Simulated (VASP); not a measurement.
InAs:

```xyz
2
Lattice="0.0000 3.0455 3.0455 3.0455 0.0000 3.0455 3.0455 3.0455 0.0000" Properties=species:S:1:pos:R:3 pbc="T T T"
In    0.0000    0.0000    0.0000
As    1.5227    1.5227    1.5227
```

Base run:

| Item | Value |
| --- | --- |
| Program | VASP 6.6.1 |
| Functional | TB-mBJ |
| Potentials or basis | VASP PAW PBE potentials, release 64 (In_d, As) |
| Cutoff | 520 eV |
| k mesh | 10 × 10 × 10 |
| Occupations | gaussian, width 0.03 eV |
| Spin | no spin polarisation |

Its results: band gap on the k mesh 0.60 eV, direct.

The run is repeated on the same cell with these changes: functional from TB-mBJ to r2SCAN. What comes out?

Band gap on the k mesh 0.13 eV, direct.

Caveats: spin-orbit coupling is left out, which moves the levels of the heavy elements.
